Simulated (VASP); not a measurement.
# Zr3PN3 (Pm-3m) in VASP: notebook

One crystal, Zr3PN3, is run at these levels: PBE; tasks: single point, relaxation of cell and atoms.

Everything below comes from runs of VASP 6.6.1. Logs are shortened: lines on timing, memory, paths and dates and some standing lists are left out, and cuts for length are marked.

### 1 The crystal as given

Symmetry: Pm-3m, No. 221, cubic system. The conventional cell has a = 4.769 Å, b = 4.769 Å, c = 4.769 Å, α = 90.00°, β = 90.00°, γ = 90.00°. Around Zr (site symmetry 4/mmm) lie 2 P at 2.38 Å and 4 N at 2.38 Å. P (site symmetry m-3m) is surrounded by 6 Zr at 2.38 Å. N (site symmetry 4/mmm) has 4 Zr at 2.38 Å as nearest neighbours.

The cell was built by a generator and needn't be a form met in nature.

### 2 Single point, PBE (species swapped into the Ca3AsBr3 type (Pm-3m, No. 221))

Contents of INCAR:

```
SYSTEM = Zr3PN3
ALGO = Fast ; EDIFF = 1E-7
ENCUT = 520 ; GGA = PE
ISIF = 2 ; ISMEAR = 0
LASPH = .TRUE. ; LCHARG = .FALSE.
LREAL = .FALSE. ; LWAVE = .FALSE.
NBANDS = 37 ; NELM = 100
PREC = Accurate ; SIGMA = 0.1
```

Contents of KPOINTS:

```
k-points
0
G
  8 8 8
  0 0 0
```

Contents of POSCAR:

```
Zr3PN3
1.0
    4.7685611534      0.0000000000      0.0000000000
    0.0000000000      4.7685611534      0.0000000000
    0.0000000000      0.0000000000      4.7685611534
Zr P N
3 1 3
Direct
    0.5000000000      0.0000000000      0.0000000000
    0.0000000000      0.5000000000      0.0000000000
    0.0000000000      0.0000000000      0.5000000000
    0.0000000000      0.0000000000      0.0000000000
    0.0000000000      0.5000000000      0.5000000000
    0.5000000000      0.0000000000      0.5000000000
    0.5000000000      0.5000000000      0.0000000000
```

Potentials or basis: VASP PAW PBE potentials, release 64 (Zr_sv, P, N).

Command:

```
> cat potpaw_PBE.64/Zr_sv/POTCAR potpaw_PBE.64/P/POTCAR potpaw_PBE.64/N/POTCAR > POTCAR
> mpirun -np 1 vasp_std > vasp.out
```

OUTCAR:

```text
SYSTEM = Zr3PN3
   EDIFF = 1E-7
   ENCUT = 520
   GGA = PE
   ISIF = 2
   ISMEAR = 0
   LASPH = .TRUE.
   LREAL = .FALSE.
   NELM = 100
   PREC = Accurate

 ion  position               nearest neighbor table
   1  0.500  0.000  0.000-   4 2.38   6 2.38   7 2.38   6 2.38   7 2.38   4 2.38   3 3.37   2 3.37
                             2 3.37   2 3.37   3 3.37   3 3.37   3 3.37   2 3.37
   2  0.000  0.500  0.000-   4 2.38   5 2.38   7 2.38   5 2.38   4 2.38   7 2.38   3 3.37   1 3.37
                             3 3.37   1 3.37   3 3.37   1 3.37   3 3.37   1 3.37
   3  0.000  0.000  0.500-   4 2.38   5 2.38   6 2.38   4 2.38   5 2.38   6 2.38   2 3.37   2 3.37
                             2 3.37   1 3.37   2 3.37   1 3.37   1 3.37   1 3.37
   4  0.000  0.000  0.000-   1 2.38   2 2.38   3 2.38   3 2.38   2 2.38   1 2.38
   5  0.000  0.500  0.500-   2 2.38   3 2.38   2 2.38   3 2.38
   6  0.500  0.000  0.500-   1 2.38   3 2.38   1 2.38   3 2.38
   7  0.500  0.500  0.000-   1 2.38   2 2.38   1 2.38   2 2.38

  LATTYP: Found a simple cubic cell.
 ALAT       =     4.7685611534

  Lattice vectors:

 A1 = (   4.7685611534,   0.0000000000,   0.0000000000)
 A2 = (   0.0000000000,   4.7685611534,   0.0000000000)
 A3 = (   0.0000000000,   0.0000000000,   4.7685611534)

Analysis of symmetry for initial positions (statically):
=====================================================================
 Subroutine PRICEL returns:
 Original cell was already a primitive cell.

 Routine SETGRP: Setting up the symmetry group for a
 simple cubic supercell.

 Subroutine GETGRP returns: Found 48 space group operations
 (whereof 48 operations were pure point group operations)
 out of a pool of 48 trial point group operations.

The static configuration has the point symmetry O_h .

Analysis of symmetry for dynamics (positions and initial velocities):
=====================================================================
 Subroutine PRICEL returns:
 Original cell was already a primitive cell.

 Routine SETGRP: Setting up the symmetry group for a
 simple cubic supercell.

 Subroutine GETGRP returns: Found 48 space group operations
 (whereof 48 operations were pure point group operations)
 out of a pool of 48 trial point group operations.

The dynamic configuration has the point symmetry O_h .

 Subroutine INISYM returns: Found 48 space group operations
 (whereof 48 operations are pure point group operations),
 and found     1 'primitive' translations

----------------------------------------------------------------------------------------

                                     Primitive cell

  volume of cell :     108.4331

  direct lattice vectors                    reciprocal lattice vectors
     4.768561153  0.000000000  0.000000000     0.209706863  0.000000000  0.000000000
     0.000000000  4.768561153  0.000000000     0.000000000  0.209706863  0.000000000
     0.000000000  0.000000000  4.768561153     0.000000000  0.000000000  0.209706863

  length of vectors
     4.768561153  4.768561153  4.768561153     0.209706863  0.209706863  0.209706863

  position of ions in fractional coordinates (direct lattice)
     0.500000000  0.000000000  0.000000000
     0.000000000  0.500000000  0.000000000
     0.000000000  0.000000000  0.500000000
     0.000000000  0.000000000  0.000000000
     0.000000000  0.500000000  0.500000000
     0.500000000  0.000000000  0.500000000
     0.500000000  0.500000000  0.000000000

  ion indices of the primitive-cell ions
   primitive index   ion index
                 1           1
                 2           2
                 3           3
                 4           4
                 5           5
                 6           6
                 7           7

----------------------------------------------------------------------------------------

 KPOINTS: k-points

Automatic generation of k-mesh.
 Grid dimensions read from file:
 generate k-points for:    8    8    8

 Generating k-lattice:

  Cartesian coordinates                     Fractional coordinates (reciprocal lattice)
     0.026213358  0.000000000  0.000000000     0.125000000  0.000000000  0.000000000
     0.000000000  0.026213358  0.000000000     0.000000000  0.125000000  0.000000000
     0.000000000  0.000000000  0.026213358     0.000000000  0.000000000  0.125000000

  Length of vectors
     0.026213358  0.026213358  0.026213358

  Shift w.r.t. Gamma in fractional coordinates (k-lattice)
     0.000000000  0.000000000  0.000000000

 Subroutine IBZKPT returns following result:
 ===========================================

 Found     35 irreducible k-points:

 Following reciprocal coordinates:
            Coordinates               Weight
  0.000000  0.000000  0.000000      1.000000
  0.125000  0.000000  0.000000      6.000000
  0.250000  0.000000  0.000000      6.000000
  0.375000  0.000000  0.000000      6.000000
  0.500000  0.000000  0.000000      3.000000
  0.125000  0.125000  0.000000     12.000000
[... 16 lines left out ...]
  0.375000  0.375000  0.125000     24.000000
  0.500000  0.375000  0.125000     24.000000
 [... further k-points ...]
   k-points           NKPTS =     35   k-points in BZ     NKDIM =     35   number of bands    NBANDS=     37
   number of dos      NEDOS =    301   number of ions     NIONS =      7
   total plane-waves  NPLWV =  46656
   dimension x,y,z NGX =    36 NGY =   36 NGZ =   36
   dimension x,y,z NGXF=    72 NGYF=   72 NGZF=   72
   ions per type =               3   1   3
   NGX,Y,Z   is equivalent  to a cutoff of  12.55, 12.55, 12.55 a.u.
   NGXF,Y,Z  is equivalent  to a cutoff of  25.10, 25.10, 25.10 a.u.
 SYSTEM =  Zr3PN3
   PREC   = accura    normal or accurate (medium, high low for compatibility)
   ISTART =      0    job   : 0-new  1-cont  2-samecut
   ICHARG =      2    charge: 1-file 2-atom 10-const
   ISPIN  =      1    spin polarized calculation?
   LNONCOLLINEAR =      F non collinear calculations
   LSORBIT =      F    spin-orbit coupling
   LASPH  =      T    aspherical Exc in radial PAW
   ENCUT  =  520.0 eV  38.22 Ry    6.18 a.u.   8.87  8.87  8.87*2*pi/ulx,y,z
   NELM   =    100;   NELMIN=  2; NELMDL= -5     # of ELM steps
   EDIFF  = 0.1E-06   stopping-criterion for ELM
   LREAL  =      F    real-space projection
   EDIFFG = 0.1E-05   stopping-criterion for IOM
   NSW    =      0    number of steps for IOM
   IBRION =     -1    ionic relax: 0-MD 1-quasi-New 2-CG
   NFREE  =      0    steps in history (QN), initial steepest desc. (CG)
   ISIF   =      2    stress and relaxation
   ISYM   =      2    0-nonsym 1-usesym 2-fastsym
   POTIM  = 0.5000    time-step for ionic-motion
   TEBEG  =    0.0;   TEEND  =   0.0 temperature during run
   PSTRESS=    0.0 pullay stress
   NELECT =      56.0000    total number of electrons
   NUPDOWN=      -1.0000    fix difference up-down
   EMIN   =  10.00;   EMAX   =-10.00  energy-range for DOS
   EFERMI =   0.00;   METHOD = LEGACY
   ISMEAR =     0;   SIGMA  =   0.10  broadening in eV -4-tet -1-fermi 0-gaus
   EFERMI_NEDOS =   21; number of points for ismear=-14 and -15
   IALGO  =     68    algorithm
   IMIX   =      4    mixing-type and parameters
     AMIX     =   0.40;   BMIX     =  1.00
     AMIX_MAG =   1.60;   BMIX_MAG =  1.00
  volume/ion in A,a.u.               =      15.49       104.53
  Fermi-wavevector in a.u.,A,eV,Ry     =   1.313460  2.482079 23.472457  1.725177
  Thomas-Fermi vector in A             =   2.443781
   LORBIT       =      0    0 simple, 1 ext, 2 COOP (PROOUT), +10 PAW based schemes
   GGA     = PE    functional components
   LHFCALC =     F    Hartree Fock is set to
   AEXX    =    0.0000 exact exchange contribution
   IVDW    =     0    specifies the selected vdW correction
   LEPSILON=     F    determine dielectric tensor
   LRPA    =     F    only Hartree local field effects (RPA)
 non-spin polarized calculation
 RMM-DIIS sequential band-by-band and
 Gauss-broadening in eV      SIGMA  =   0.10
  energy-cutoff  :      520.00
  volume of cell :      108.43
 maximum number of plane-waves:      2968
 NGX is ok and might be reduce to    36
   NGX = 17   NGY = 17   NGZ = 17

 number of electron      55.9999994 magnetization

 Free energy of the ion-electron system (eV)
  ---------------------------------------------------
  ext. energy  EPLUGINS =         0.00000000
  ---------------------------------------------------
  free energy    TOTEN  =       -60.36778603 eV

  energy without entropy =      -60.34558529  energy(sigma->0) =      -60.35668566

 E-fermi :   7.0214     XC(G=0): -10.9196

 val. band max:        6.9934882634   @ k =   0.3750   0.2500   0.1250
 cond. band min:       7.0228151454   @ k =   0.1250   0.0000   0.0000
 fundamental gap:      0.0293268820
 Fermi energy:         7.0214252927

 k-point     1 :       0.0000    0.0000    0.0000
  band No.  band energies     occupation
      1     -41.6696      2.00000
      2     -41.5811      2.00000
      3     -41.5811      2.00000
      4     -20.1507      2.00000
      5     -20.1507      2.00000
      6     -20.1507      2.00000
[... 29 lines left out ...]
     36       9.6343      0.00000
     37      11.7785      0.00000

 k-point     2 :       0.1250    0.0000    0.0000
  band No.  band energies     occupation
      1     -41.6666      2.00000
      2     -41.5840      2.00000
      3     -41.5810      2.00000
      4     -20.1445      2.00000
      5     -20.1443      2.00000
      6     -20.1443      2.00000
[... 29 lines left out ...]
     36       9.8521      0.00000
     37      12.0115      0.00000

 k-point     3 :       0.2500    0.0000    0.0000
  band No.  band energies     occupation
      1     -41.6582      2.00000
      2     -41.5921      2.00000
      3     -41.5810      2.00000
      4     -20.1282      2.00000
      5     -20.1282      2.00000
      6     -20.1277      2.00000
[... 29 lines left out ...]
     36      10.6083      0.00000
     37      11.8340      0.00000

 k-point     4 :       0.3750    0.0000    0.0000
  band No.  band energies     occupation
      1     -41.6469      2.00000
      2     -41.6031      2.00000
      3     -41.5809      2.00000
      4     -20.1111      2.00000
      5     -20.1111      2.00000
      6     -20.1075      2.00000
[... 29 lines left out ...]
     36      11.1402      0.00000
     37      11.3424      0.00000
[... 683 lines left out ...]
      1     -41.6294      2.00000
      2     -41.6097      2.00000
      3     -41.5907      2.00000
      4     -20.3430      2.00000
      5     -20.0258      2.00000
      6     -19.9027      2.00000
[... 29 lines left out ...]
     36      10.9987      0.00000
     37      11.2507      0.00000

 k-point    23 :       0.3750    0.3750    0.1250
  band No.  band energies     occupation
      1     -41.6270      2.00000
      2     -41.6054      2.00000
      3     -41.5972      2.00000
      4     -20.3823      2.00000
      5     -20.0144      2.00000
      6     -19.8641      2.00000
[... 29 lines left out ...]
     36      10.8868      0.00000
     37      11.3179      0.00000

 k-point    24 :       0.5000    0.3750    0.1250
  band No.  band energies     occupation
      1     -41.6204      2.00000
      2     -41.6096      2.00000
      3     -41.5994      2.00000
      4     -20.4008      2.00000
      5     -20.0069      2.00000
      6     -19.8392      2.00000
[... 29 lines left out ...]
     36      10.8139      0.00000
     37      11.4166      0.00000

 [... further k-points ...]

------------------------ aborting loop because EDIFF is reached ----------------------------------------

  FORCE on cell =-STRESS in cart. coord.  units (eV):
  Direction    XX          YY          ZZ          XY          YZ          ZX
  --------------------------------------------------------------------------------------
  -------------------------------------------------------------------------------------
  Total        0.0500416      0.0500416      0.0500416     -0.0000000     -0.0000000      0.0000000
  in kB        0.7394000      0.7394000      0.7394000     -0.0000000     -0.0000000      0.0000000
  external PRESSURE =       0.7394000 kB  Pullay stress =       0.0000000 kB

 VOLUME and BASIS-vectors are now :
 -----------------------------------------------------------------------------
  energy-cutoff  :      520.00
  volume of cell :      108.43
      direct lattice vectors                 reciprocal lattice vectors
     4.768561153  0.000000000  0.000000000     0.209706863  0.000000000  0.000000000
     0.000000000  4.768561153  0.000000000     0.000000000  0.209706863  0.000000000
     0.000000000  0.000000000  4.768561153     0.000000000  0.000000000  0.209706863

 POSITION                                       TOTAL-FORCE (eV/Angst)
 -----------------------------------------------------------------------------------
      2.38428      0.00000      0.00000         0.000000      0.000000      0.000000
      0.00000      2.38428      0.00000         0.000000      0.000000      0.000000
      0.00000      0.00000      2.38428         0.000000      0.000000      0.000000
      0.00000      0.00000      0.00000         0.000000      0.000000      0.000000
      0.00000      2.38428      2.38428         0.000000      0.000000      0.000000
      2.38428      0.00000      2.38428         0.000000      0.000000      0.000000
      2.38428      2.38428      0.00000         0.000000      0.000000      0.000000
 -----------------------------------------------------------------------------------
    total drift:                                0.000000     -0.000000     -0.000000

  FREE ENERGIE OF THE ION-ELECTRON SYSTEM (eV)
  ---------------------------------------------------
  free  energy   TOTEN  =       -60.3677860319 eV

  energy  without entropy=      -60.3455852938  energy(sigma->0) =      -60.35668566
```

It took 3 min on 1 thread of Intel Xeon Platinum 8488C (Sapphire Rapids), shared host; peak memory 0.27 GiB.

Results:

```yaml
Free_energy: -60.3678 eV
Pressure: 0.1 GPa
Band_gap_on_the_k_mesh: none (metal or under the smearing width)
```

### 3 Relaxation of cell and atoms, PBE (species swapped into the Ca3AsBr3 type (Pm-3m, No. 221))

Contents of INCAR:

```
PREC = Accurate
ENCUT = 600
EDIFF = 1E-7
ISMEAR = 0
SIGMA = 0.1
LREAL = F
LASPH = T
NELM = 100
ALGO = Fast
ISIF = 3
LWAVE = F
LCHARG = F
GGA = PE
IBRION = 2
NSW = 100
EDIFFG = -0.01
```

Contents of KPOINTS:

```
Automatic mesh
0
Gamma
  8 8 8
```

POSCAR: that of step 2 with these lines changed.

```diff
@@ -2,5 +2,5 @@
 1.0
-    4.7685611534      0.0000000000      0.0000000000
-    0.0000000000      4.7685611534      0.0000000000
-    0.0000000000      0.0000000000      4.7685611534
+    4.7415938200      0.0000000000      0.0000000000
+    0.0000000000      4.7415938200      0.0000000000
+    0.0000000000      0.0000000000      4.7415938200
 Zr P N
```

Potentials or basis: VASP PAW PBE potentials, release 64 (Zr_sv, P, N).

Command:

```
> cat potpaw_PBE.64/Zr_sv/POTCAR potpaw_PBE.64/P/POTCAR potpaw_PBE.64/N/POTCAR > POTCAR
> mpirun -np 1 vasp_std > vasp.out
```

OUTCAR:

```text
PREC = Accurate
   ENCUT = 600
   EDIFF = 1E-7
   ISMEAR = 0
   LREAL = F
   LASPH = T
   NELM = 100
   ISIF = 3
   GGA = PE
   IBRION = 2
   NSW = 100
   EDIFFG = -0.01

 ion  position               nearest neighbor table
   1  0.500  0.000  0.000-   4 2.37   6 2.37   7 2.37   6 2.37   7 2.37   4 2.37   3 3.35   2 3.35
                             2 3.35   2 3.35   3 3.35   3 3.35   3 3.35   2 3.35
   2  0.000  0.500  0.000-   4 2.37   5 2.37   7 2.37   5 2.37   4 2.37   7 2.37   3 3.35   1 3.35
                             3 3.35   1 3.35   3 3.35   1 3.35   3 3.35   1 3.35
   3  0.000  0.000  0.500-   4 2.37   5 2.37   6 2.37   4 2.37   5 2.37   6 2.37   2 3.35   2 3.35
                             2 3.35   1 3.35   2 3.35   1 3.35   1 3.35   1 3.35
   4  0.000  0.000  0.000-   1 2.37   2 2.37   3 2.37   3 2.37   2 2.37   1 2.37
   5  0.000  0.500  0.500-   2 2.37   3 2.37   2 2.37   3 2.37
   6  0.500  0.000  0.500-   1 2.37   3 2.37   1 2.37   3 2.37
[... 291 lines left out ...]

 E-fermi :   7.0199     XC(G=0): -10.9190

 val. band max:        6.9919531294   @ k =   0.3750   0.2500   0.1250
 cond. band min:       7.0212622479   @ k =   0.1250   0.0000   0.0000
 fundamental gap:      0.0293091185
 Fermi energy:         7.0198817675

 k-point     1 :       0.0000    0.0000    0.0000
  band No.  band energies     occupation
      1     -41.6718      2.00000
      2     -41.5833      2.00000
      3     -41.5833      2.00000
      4     -20.1529      2.00000
      5     -20.1529      2.00000
      6     -20.1529      2.00000
[... 853 lines left out ...]
     32      10.1868      0.00000
     33      10.4864      0.00000

 [... further k-points ...]

------------------------ aborting loop because EDIFF is reached ----------------------------------------

  FORCE on cell =-STRESS in cart. coord.  units (eV):
  Direction    XX          YY          ZZ          XY          YZ          ZX
  --------------------------------------------------------------------------------------
  -------------------------------------------------------------------------------------
  Total       -0.0070196     -0.0070196     -0.0070196      0.0000000      0.0000000      0.0000000
  in kB       -0.1037053     -0.1037053     -0.1037053      0.0000000      0.0000000      0.0000000
  external PRESSURE =      -0.1037053 kB  Pullay stress =       0.0000000 kB
[... 22 lines left out ...]
  FREE ENERGIE OF THE ION-ELECTRON SYSTEM (eV)
  ---------------------------------------------------
  free  energy   TOTEN  =       -60.3708276294 eV

  energy  without entropy=      -60.3486249949  energy(sigma->0) =      -60.35972631

 reached required accuracy - stopping structural energy minimisation
```

CONTCAR:

```text
Zr3PN3
   1.00000000000000
     4.7687844003510884    0.0000000000000000    0.0000000000000000
     0.0000000000000000    4.7687844003510884    0.0000000000000000
    -0.0000000000000000    0.0000000000000000    4.7687844003510884
  Zr              P               N
     3     1     3
Direct
     0.5000000000000000    0.0000000000000000    0.0000000000000000
     0.0000000000000000    0.5000000000000000    0.0000000000000000
     0.0000000000000000    0.0000000000000000    0.5000000000000000
     0.0000000000000000    0.0000000000000000    0.0000000000000000
     0.0000000000000000    0.5000000000000000    0.5000000000000000
     0.5000000000000000    0.0000000000000000    0.5000000000000000
     0.5000000000000000    0.5000000000000000    0.0000000000000000

  0.00000000E+00  0.00000000E+00  0.00000000E+00
  0.00000000E+00  0.00000000E+00  0.00000000E+00
  0.00000000E+00  0.00000000E+00  0.00000000E+00
  0.00000000E+00  0.00000000E+00  0.00000000E+00
  0.00000000E+00  0.00000000E+00  0.00000000E+00
  0.00000000E+00  0.00000000E+00  0.00000000E+00
  0.00000000E+00  0.00000000E+00  0.00000000E+00
```

It took 8.6 min on 1 thread of Intel Xeon Platinum 8488C (Sapphire Rapids), shared host; peak memory 0.34 GiB.

What came out:

| Quantity | Value |
| --- | --- |
| Free energy | -60.3708 eV |
| Relaxed volume | 15.49 Å³/atom |
| Relaxed cell | a = 4.769 Å, b = 4.769 Å, c = 4.769 Å, α = 90.00°, β = 90.00°, γ = 90.00° |
| Space group after relaxing (to 0.05 Å) | Pm-3m (No. 221) |
| Energy gained by relaxing | 2.3 meV/atom |
| Ionic steps | 3 |
| Pressure after relaxing | 0.0 GPa |
| Band gap on the k mesh | none (metal or under the smearing width) |

Step by step:
| step | energy change (eV) | largest force (eV/Å) | pressure (GPa) | volume (Å³) |
| --- | --- | --- | --- | --- |
| 1 | 0.0000 | 0.0000 | 2.87 | 106.60 |
| 2 | 0.0104 | 0.0000 | -3.44 | 110.87 |
| 3 | -0.0162 | 0.0000 | -0.01 | 108.45 |

Final structure:
```cif
data_structure
_symmetry_space_group_name_H-M 'P 1'
_symmetry_Int_Tables_number 1
_cell_length_a 4.7688
_cell_length_b 4.7688
_cell_length_c 4.7688
_cell_angle_alpha 90.000
_cell_angle_beta 90.000
_cell_angle_gamma 90.000
_cell_volume 108.45
loop_
_atom_site_label
_atom_site_type_symbol
_atom_site_fract_x
_atom_site_fract_y
_atom_site_fract_z
_atom_site_occupancy
Zr1 Zr 0.50000 0.00000 0.00000 1
Zr2 Zr 0.00000 0.50000 0.00000 1
Zr3 Zr 0.00000 0.00000 0.50000 1
P1 P 0.00000 0.00000 0.00000 1
N1 N 0.00000 0.50000 0.50000 1
N2 N 0.50000 0.00000 0.50000 1
N3 N 0.50000 0.50000 0.00000 1
```

(Continued in part 2 of 2.)
